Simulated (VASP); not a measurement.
All values below come from PBE GGA, VASP's PBE PAW potentials (set 64) (plane waves; VASP).

VASP input:

### INCAR
```
ISIF = 2
EDIFF = 1E-6   # SCF stop (eV)
LASPH = .TRUE.   # aspherical one-centre terms
LWAVE = .FALSE.
ISMEAR = -1   # Fermi-Dirac
LCHARG = .FALSE.
LREAL = .FALSE.   # projection in real space or not
SYSTEM = Ru3W
NELM = 100   # most electronic steps
LMAXMIX = 6   # l cut-off of mixed one-centre charges
ALGO = Normal   # blocked Davidson
GGA = PE   # PBE
ENCUT = 300   # plane-wave cut-off (eV)
SIGMA = 0.1   # width (eV)
PREC = Accurate
```

File KPOINTS:
```
Automatic
0
G
6 6 6
0 0 0
```

### POSCAR
```
Ru3W
1
    3.8187790000     0.0000000000     0.0000000000
    0.0000000000     3.8187790000     0.0000000000
    0.0000000000     0.0000000000     3.8187790000
Ru W
3 1
Direct
  0.0077780000   0.5000730000   0.4952030000
  0.4912730000   0.5104960000  -0.0175160000
  0.5093990000  -0.0078210000   0.5107690000
 -0.0084500000  -0.0027480000   0.0115440000
```

POTCAR, in this order: Ru_pv W_sv (PBE.64 set). Program: vasp_std.

What VASP printed:

OUTCAR:
```
 ion  position               nearest neighbor table
   1  0.008  0.500  0.495-   2 2.62   4 2.65   4 2.66   3 2.68   3 2.68   2 2.69   2 2.71   3 2.72
                             3 2.73   4 2.74   4 2.75   2 2.78
   2  0.491  0.510  0.982-   3 2.58   1 2.62   4 2.67   4 2.67   3 2.68   1 2.69   1 2.71   3 2.73
                             4 2.74   4 2.74   1 2.78   3 2.83
   3  0.509  0.992  0.511-   2 2.58   4 2.65   4 2.65   1 2.68   2 2.68   1 2.68   1 2.72   1 2.73
                             2 2.73   4 2.75   4 2.75   2 2.83
   4  0.992  0.997  0.012-   1 2.65   3 2.65   3 2.65   1 2.66   2 2.67   2 2.67   2 2.74   1 2.74
                             2 2.74   3 2.75   3 2.75   1 2.75
  LATTYP: Found a simple cubic cell.
 ALAT       =     3.8187790000
 Subroutine PRICEL returns:
 Original cell was already a primitive cell.
 Subroutine GETGRP returns: Found  1 space group operations
The static configuration has the point symmetry C_1 .
The dynamic configuration has the point symmetry C_1 .
 Subroutine INISYM returns: Found  1 space group operations
 Subroutine IBZKPT returns following result:
 Found    112 irreducible k-points:

 Following reciprocal coordinates:
            Coordinates               Weight
  0.000000  0.000000  0.000000      1.000000
  0.166667  0.000000  0.000000      2.000000
  0.000000  0.166667  0.000000      2.000000
  0.000000  0.000000  0.166667      2.000000
  0.333333  0.000000  0.000000      2.000000
  0.000000  0.333333  0.000000      2.000000
  0.000000  0.000000  0.333333      2.000000
  0.500000  0.000000  0.000000      1.000000
  0.000000  0.500000  0.000000      1.000000
  0.000000  0.000000  0.500000      1.000000
  0.166667  0.166667  0.000000      2.000000
  0.000000  0.166667  0.166667      2.000000
  0.166667  0.000000  0.166667      2.000000
 -0.166667  0.166667  0.000000      2.000000
 -0.166667  0.000000  0.166667      2.000000
  0.000000 -0.166667  0.166667      2.000000
  0.333333  0.166667  0.000000      2.000000
  0.000000  0.333333  0.166667      2.000000
  0.166667  0.000000  0.333333      2.000000
 -0.166667  0.333333  0.000000      2.000000
 -0.333333  0.000000  0.166667      2.000000
  0.000000  0.166667  0.333333      2.000000
  0.000000 -0.333333  0.166667      2.000000
 -0.166667  0.000000  0.333333      2.000000
  0.333333  0.000000  0.166667      2.000000
  0.000000 -0.166667  0.333333      2.000000
  0.333333 -0.166667  0.000000      2.000000
  0.166667  0.333333  0.000000      2.000000
  0.500000  0.166667  0.000000      2.000000
  0.000000  0.500000  0.166667      2.000000
  0.166667  0.000000  0.500000      2.000000
 -0.166667  0.500000  0.000000      2.000000
  0.500000  0.000000  0.166667      2.000000
  0.000000  0.166667  0.500000      2.000000
  0.333333  0.333333  0.000000      2.000000
  0.000000  0.333333  0.333333      2.000000
  0.333333  0.000000  0.333333      2.000000
 -0.333333  0.333333  0.000000      2.000000
 -0.333333  0.000000  0.333333      2.000000
  0.000000 -0.333333  0.333333      2.000000
   k-points           NKPTS =    112   k-points in BZ     NKDIM =    112   number of bands    NBANDS=     33
   number of dos      NEDOS =    301   number of ions     NIONS =      4
   total plane-waves  NPLWV =  13824
   dimension x,y,z NGX =    24 NGY =   24 NGZ =   24
   dimension x,y,z NGXF=    48 NGYF=   48 NGZF=   48
   ions per type =               3   1
   PREC   = accura    normal or accurate (medium, high low for compatibility)
   ISTART =      0    job   : 0-new  1-cont  2-samecut
   ICHARG =      2    charge: 1-file 2-atom 10-const
   ISPIN  =      1    spin polarized calculation?
   LNONCOLLINEAR =      F non collinear calculations
   LSORBIT =      F    spin-orbit coupling
   INIWAV =      1    electr: 0-lowe 1-rand  2-diag
...
```

OSZICAR:
```
       N       E                     dE             d eps       ncg     rms          rms(c)
DAV:   1     0.498007900698E+03    0.49801E+03   -0.24609E+04  7560   0.133E+03
DAV:   2    -0.235199480388E+02   -0.52153E+03   -0.51258E+03  8121   0.469E+02
DAV:   3    -0.428367192298E+02   -0.19317E+02   -0.18620E+02  8928   0.882E+01
DAV:   4    -0.431715521977E+02   -0.33483E+00   -0.33350E+00  8398   0.110E+01
DAV:   5    -0.431787732950E+02   -0.72211E-02   -0.72166E-02  9348   0.148E+00    0.303E+01
DAV:   6    -0.409791866197E+02    0.21996E+01   -0.51889E+00  7833   0.173E+01    0.102E+01
DAV:   7    -0.407024116761E+02    0.27677E+00   -0.15337E+00  8818   0.753E+00    0.189E+00
DAV:   8    -0.406688383146E+02    0.33573E-01   -0.24138E-01  9049   0.320E+00    0.105E+00
DAV:   9    -0.406638753936E+02    0.49629E-02   -0.63266E-02  9373   0.217E+00    0.816E-01
DAV:  10    -0.406559927323E+02    0.78827E-02   -0.33053E-02  9491   0.155E+00    0.133E-01
DAV:  11    -0.406560386945E+02   -0.45962E-04   -0.84800E-04  8325   0.255E-01    0.714E-02
DAV:  12    -0.406560378535E+02    0.84103E-06   -0.82846E-05  9422   0.542E-02    0.179E-02
DAV:  13    -0.406560404536E+02   -0.26001E-05   -0.12540E-05  8408   0.282E-02    0.125E-02
DAV:  14    -0.406560395224E+02    0.93122E-06   -0.48364E-06  6369   0.198E-02
   1 F= -.40656040E+02 E0= -.40593711E+02  d E =-.124658E+00
```

**OUTCAR**
```
------------------------ aborting loop because EDIFF is reached ----------------------------------------
  FORCE on cell =-STRESS in cart. coord.  units (eV):
  Direction    XX          YY          ZZ          XY          YZ          ZX
  --------------------------------------------------------------------------------------
  Total        3.8476614      3.7707242      3.8309187     -0.0254619     -0.5106811      0.1773916
  in kB      110.6964916    108.4830231    110.2148065     -0.7325335    -14.6921995      5.1035219
  external PRESSURE =     109.7981070 kB  Pullay stress =       0.0000000 kB
  volume of cell :       55.69
      direct lattice vectors                 reciprocal lattice vectors
     3.818779000  0.000000000  0.000000000     0.261863805  0.000000000  0.000000000
     0.000000000  3.818779000  0.000000000     0.000000000  0.261863805  0.000000000
     0.000000000  0.000000000  3.818779000     0.000000000  0.000000000  0.261863805
 POSITION                                       TOTAL-FORCE (eV/Angst)
 -----------------------------------------------------------------------------------
      0.02970      1.90967      1.89107        -0.299267     -0.100179      0.048086
      1.87606      1.94947      3.75189         0.344886     -0.506003      0.783308
      1.94528      3.78891      1.95051        -0.308633      0.451219     -0.517571
      3.78651      3.80828      0.04408         0.263014      0.154963     -0.313824
 -----------------------------------------------------------------------------------
    total drift:                                0.000131     -0.000423     -0.000012
  FREE ENERGIE OF THE ION-ELECTRON SYSTEM (eV)
  ---------------------------------------------------
  free  energy   TOTEN  =       -40.6560395224 eV

  energy  without entropy=      -40.5313819877  energy(sigma->0) =      -40.59371076
```
(Selected blocks of OUTCAR.)

OUTCAR:
```
 val. band max:       12.5151750067   @ k =   0.0000   0.5000   0.1667

 cond. band min:      12.5181423932   @ k =  -0.3333   0.1667   0.1667


 Fermi energy:        12.5157701854

 k-point     1 :       0.0000    0.0000    0.0000
  band No.  band energies     occupation
      1     -61.6723      2.00000
      2     -30.5372      2.00000
      3     -30.5147      2.00000
      4     -30.5043      2.00000
      5     -30.0859      2.00000
      6     -30.0721      2.00000
      7     -30.0629      2.00000
      8     -29.8339      2.00000
      9     -29.8171      2.00000
     10     -29.8113      2.00000
     11     -25.8301      2.00000
     12     -25.8270      2.00000
     13     -25.8227      2.00000
     14       4.1090      2.00000
     15       6.1346      2.00000
     16       6.1420      2.00000
     17       6.3642      2.00000
     18       6.7965      2.00000
     19       6.8151      2.00000
     20       6.8259      2.00000
     21      10.2725      2.00000
     22      10.3035      2.00000
     23      10.3614      2.00000
     24      12.7811      0.13157
     25      12.8195      0.09151
     26      14.2033      0.00000
     27      14.7675      0.00000
     28      14.8242      0.00000
     29      14.8360      0.00000
     30      15.4777      0.00000
     31      15.7241      0.00000
     32      16.2020      0.00000
     33      16.3061      0.00000

 k-point     2 :       0.1667    0.0000    0.0000
  band No.  band energies     occupation
      1     -61.6718      2.00000
      2     -30.5097      2.00000
      3     -30.4817      2.00000
      4     -30.4638      2.00000
      5     -30.0947      2.00000
      6     -30.0819      2.00000
      7     -30.0662      2.00000
      8     -29.8677      2.00000
      9     -29.8431      2.00000
     10     -29.8269      2.00000
     11     -25.8489      2.00000
     12     -25.8365      2.00000
     13     -25.8300      2.00000
     14       4.5164      2.00000
     15       6.3942      2.00000
...
```

At this cut-off the stress carries a Pulay error, which pulls relaxed volumes low. Unless said otherwise, spin-orbit coupling is left out, though it shifts the bands of the heavy elements here.

The structure was generated: Ru3W was put into an ordered model structure, which need not be its known phase. The cell was not relaxed at this level, atoms are displaced from their ideal sites.
